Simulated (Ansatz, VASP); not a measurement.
# Ge (Germanium): VASP beside Ansatz, part 2 of 2

One calculation is typed for both programs; each brings its own data sets. How far apart do they land? The cell is taken from a series of runs on this material, whose earlier steps may have relaxed, scaled, displaced or heated it; both programs get it as it stands.

VASP 6.6.1 and Ansatz 0.2.0.

So far: Set-up; VASP: relaxation of cell and atoms, r2SCAN with rVV10.

**3. Ansatz: relaxation of cell and atoms, r2SCAN with rVV10**

Level of this step: Ansatz beside VASP: Kohn-Sham DFT, plane waves, r2SCAN with rVV10 (Ansatz).

Ansatz runs on its default PAW (the set named soft_2) files.

The same cell, functional, mesh and smearing now go to Ansatz, which takes its cutoff from its data sets.

File input.yaml:

```yaml
crystal:
  lattice:
    - [0.0, 2.82891, 2.82891]
    - [2.82891, 0.0, 2.82891]
    - [2.82891, 2.82891, 0.0]
  atoms:
    - { symbol: Ge, position: [0.0, 0.0, 0.0] }
    - { symbol: Ge, position: [0.25, 0.25, 0.25] }
kpoints:
  mp_grid: { grid: [12, 12, 12] }
hamiltonian:
  xc: r2scan
  dispersion: rvv10
scf:
  occupations: { method: gaussian, width: 0.1 }
output:
  forces: true
  stress: true
  eigenvalues: true
relax:
  adjacent_minimum: "off"
  f_tol: 0.005
  max_steps: 60
  cell: { stress_tol: 0.03 }
```

Command:

```sh
> ansatz run input.yaml --threads 4 --pin off --max-ram 8192MiB --backend cpu --events-out ev --progress --plain --runs-dir out
```

Numbers of over 12 decimals in the logs are rounded to 6 here.

Log:

```text
Engine: ansatz 0.2.0, aarch64-unknown-linux-gnu
Pseudopotentials: kind: paw
Pseudopotential: Ge, paw, valence charge 14, recommended cutoff 500 eV (meta_gga), Ge.paw.azcp
Functional definition: r2SCAN+rVV10
  parameter k0 = 0.174
  parameter k1 = 0.065
  parameter a1 = 4.9479
  exchange = r2scan_x(k0 = k0, k1 = k1, a1 = a1)
  correlation = r2scan_c + rvv10(11.95, 0.0093)
Crystal: 2 atoms, lattice volume = 45.278 Å³
Basis set: ecut = 500 eV, 1139 PW (Γ), exchange–correlation on 144×144×144 points (64 copies of the dense FFT grid, shifted against one another)
Bands: 18, of which v1, the nominal top of the filled ones, is band 14 counted from 1 (13 counted from 0)
Symmetry: 48 space group operations
Space group: Fd-3m (ITA 227), of the structure as read, at distance tolerance 3.6e-5 Å
k-points: 72 of 1728
Non-local potential: Ge, projectors of the file, l = 0: 2, l = 1: 2, l = 2: 3, l = 3: 1
PAW form: soft (Blöchl's): semilocal exchange-correlation on the pseudo side does not see the compensation charge
rVV10 density: all electrons in the spheres
PAW frozen core: Ge, regenerated for the run's functional (the file was generated under x = pbe(κ = 0.804, μ = 0.219515), c = pbe(β = 0.066725))
PAW one-centre angular grid: Ge, 590 points (default); XC on 160 Gauss nodes
Initial density: superposition of atomic densities (neutral atoms: chi_scale 0, normalization atom), corrected by the library's trained network
Initial wavefunctions: pseudopotential atomic-orbital guess
Functional: x = r2scan, c = r2scan + rvv10(b = 11.95, C = 0.0093); τ floored in thin density (d = 2e-4 eV/Å³)
SCF iter   1: F=—  HF=-8603.367772 eV  |F-HF|=—  |Δ(HF+E_count)|=         —  Δρ=6.37e-3  dr2=5.70e-3  dr2_τ=4.45e-3  ethr=1.77e-3  ⟨swp⟩=5.8  Hψ=6068  notcnv=0
preconditioner: auto → none  [insulator: Δε(μ)=0.392 eV  Ē_g=24.388 eV  σ=0.100 eV  W_gap=0.99  n_scr=14 (ndim 8)  ℏωp=29.2 eV  f_vac=0.078  D(μ)=0.00/eV (n_scr^D=0)  ε∞_Penn≈2.4]
SCF iter   2: F=—  HF=-8603.378169 eV  |F-HF|=—  |Δ(HF+E_count)|=   1.04e-2  Δρ=1.39e-3  dr2=6.25e-4  dr2_τ=2.47e-5  ethr=2.03e-5  ⟨swp⟩=2.0  Hψ=3168  notcnv=0
SCF iter   3: F=—  HF=-8603.378098 eV  |F-HF|=—  |Δ(HF+E_count)|=   7.00e-5  Δρ=9.71e-4  dr2=1.46e-4  dr2_τ=2.66e-6  ethr=2.23e-6  ⟨swp⟩=2.0  Hψ=2260  notcnv=0
SCF iter   4: F=—  HF=-8603.378152 eV  |F-HF|=—  |Δ(HF+E_count)|=   5.31e-5  Δρ=9.83e-5  dr2=1.18e-6  dr2_τ=4.06e-8  ethr=5.21e-7  ⟨swp⟩=2.0  Hψ=1451  notcnv=0
SCF iter   5: F=—  HF=-8603.378151 eV  |F-HF|=—  |Δ(HF+E_count)|=   6.11e-7  Δρ=6.16e-6  dr2=5.93e-9  dr2_τ=3.85e-10  ethr=4.22e-9  ⟨swp⟩=2.0  Hψ=2304  notcnv=0
SCF iter   6: F=-8603.378151 eV  HF=-8603.378151 eV  |F-HF|=9.09e-11  |Δ(HF+E_count)|=   3.94e-9  Δρ=8.57e-7  dr2=3.16e-10  dr2_τ=6.10e-12  ethr=2.12e-11  ⟨swp⟩=2.0  Hψ=4119  notcnv=0
SCF 1 converged in 6 iterations: F = -8603.378151 eV  dr2 = 3.16e-10
  greatest PAW one-centre occupation: 0.998 electrons in one spin orbital (limit 2), on the Ge atom at site 1 (counted from 0), in its partial waves of l = 2
relax step   1: F+E_penalty+E_count = -8603.37815099 eV  Δ(F+E_penalty+E_count) = +0.000e0 eV  max|allowed force component| = 9.252e-18 eV/Å  Δτ_max = 0.0000 Å  P = -0.098 GPa  Ω = 45.278 Å³  (6 SCF iters, dr2 threshold 1.00e-7 eV, accepted)
[...]
relax step   2: F+E_penalty+E_count = -8603.37818546 eV  Δ(F+E_penalty+E_count) = -3.448e-5 eV  max|allowed force component| = 1.793e-17 eV/Å  Δτ_max = 0.0000 Å  P = -0.013 GPa  Ω = 45.226 Å³  energy of the carried Pulay correction = +1.638e-5 eV  (4 SCF iters, dr2 threshold 2.40e-8 eV, accepted)
[...]
relax step   3: F+E_penalty+E_count = -8603.37816650 eV  Δ(F+E_penalty+E_count) = +1.896e-5 eV  max|allowed force component| = 6.476e-17 eV/Å  Δτ_max = 0.0000 Å  P = -0.013 GPa  Ω = 45.226 Å³  stress off target by 1.29e-2 GPa  SCF on the basis re-selected at this cell (its energy is not comparable with the rows above)  (5 SCF iters)
basis re-selected at this cell: Δ(F+E_penalty+E_count) = +1.896e-5 eV, ΔP = -0.000 GPa vs the last step (what re-selecting the basis moved, of the pressure what is left beyond the Pulay correction that the steps carried, after the strain that the cell walked since its last selection, with what the two solves' SCF thresholds leave and, on support functions, any second-order correction that the steps lacked; it is no m [...]
SCF converged after 5 iterations
Free energy (F): -8603.378166 eV
Harris-Foulkes:  -8603.378166 eV  (|F-HF|=3.64e-12)
Internal energy: -8603.378165 eV  (E = F + TS)
E sigma→0 (E₀):  -8603.378166 eV
Entropy (-TS):   -0.000002 eV (-0.001 meV/atom)
Fermi energy:    8.599481 eV
--- Per-component energies (eV) ---
  E_band       = -317.435495
  E_kinetic    = 222.126209
  E_local      = -4941.459584  (includes V_loc(G=0)·N_el)
  E_nonlocal   = 840.005873
  E_hartree    = 2170.432542
  E_xc         = -135.844701
  E_vxc        = -135.202530  (∫ρ·V_xc dr)
  E_paw        = -4068.295161  (= ΣΔE_a)
  E_vpaw       = -651.396646  (= ΣTr[D̂ρ^β])
  E_aug_tail   = 0.000085  (compensation charges beyond the density's cutoff)
  E_vtau       = 7.626037  (kinetic-family band-sum trace: ∫τ·v_τ [+ j·A + Jᵃ·Aᵃ] dr)
  E_ewald      = -2688.171895
  E_core_change = -2.171532  (= ΣΔE_core)
  E_smearing   = -0.000002  (= −TS)
  E_closure    = 0.000000  (closes the sum)
  Σ components = -8603.378166   (vs F -8603.378166, Δ=0.00e0)
--- Forces (eV/Å), atoms counted from 1 ---
  atom   1  Ge     0.00000000     0.00000000    -0.00000000
  atom   2  Ge    -0.00000000     0.00000000     0.00000000
  max |Σ_I F_I| component: 5.55e-17 eV/Å
--- Stress (GPa, compression-positive) ---
       -0.012853      -0.000000      -0.000000
       -0.000000      -0.012853       0.000000
       -0.000000       0.000000      -0.012853
  P = ⅓ Tr σ = -0.0129 GPa (-0.129 kbar)
--- Band table (eV; the first three rows and the last of 72) ---
  k-point 0: bands = [... 10 lower, -4.9371, 8.3819, 8.3819, 8.3819, 8.8347, 11.0978, 11.0978, 11.0978]
  k-point 1: bands = [... 10 lower, -4.8477, 6.9184, 8.2060, 8.2060, 9.6506, 11.3331, 11.3331, 11.5538]
  k-point 2: bands = [... 10 lower, -4.5828, 5.1853, 7.8311, 7.8311, 9.6211, 11.8292, 11.8292, 12.9034]
  k-point 71: bands = [... 10 lower, -0.7327, -0.7327, 4.3033, 4.3033, 13.0758, 13.0758, 13.4032, 13.4032]
--- Relaxed structure (2 steps of the walk, 2 accepted, 1 SCFs on fresh bases) ---
  F+E_penalty+E_count = -8603.37816650 eV   max|allowed force component| = 6.476e-17 eV/Å   (the final SCF, on the basis selected at the relaxed cell)
  cell:  # Å, volume = 45.2256 Å³
    - [0, 2.827819, 2.827819]
    - [2.827819, 0, 2.827819]
    - [2.827819, 2.827819, 0]
  atoms:
    - { symbol: Ge, position: [0, 0, 0] }
    - { symbol: Ge, position: [0.25, 0.25, 0.25] }
```

**4. Differences**

Known differences besides the potentials themselves: VASP keeps PBE cores, Ansatz makes them for the functional; the cutoff is 500 eV in Ansatz and 550 eV in VASP; Ansatz adds a Pulay correction to the stress that steers its cell, VASP none. Total energies have different zeros and are not compared.

The two programs side by side:

| quantity | Ansatz | VASP | difference |
| --- | --- | --- | --- |
| volume (Å³) | 45.23 | 45.24 | -0.03 % |
| edge a after relaxation, in the typed setting (Å) | 3.999 | 3.999 | -0.01 % |

**5. Outcome**

| Item | Value |
| --- | --- |
| difference in volume (relaxation of cell and atoms, r2SCAN with rVV10) | -0.025 % |

**Reading.** The difference in volume is -0.025 % (relaxation of cell and atoms, r2SCAN with rVV10), within the 1.2 % picked in this series as the mark of a large difference, as far as the stopping tolerances let one tell. How closely two codes agree says nothing of how well the functional describes the real material.

[Lines on the potential files, build, host, timing and source positions are cut from VASP's logs without a mark.]

[Logs are printed without paths, hosts, clocks, repeated set-up lines and the standing remarks that a program may print on its own settings, such as how far it seeks lower states.]

[Hosts, paths, dates, database ids (printed as entryN), source tags and the programs' standing remarks are cut or masked in the printed files.]
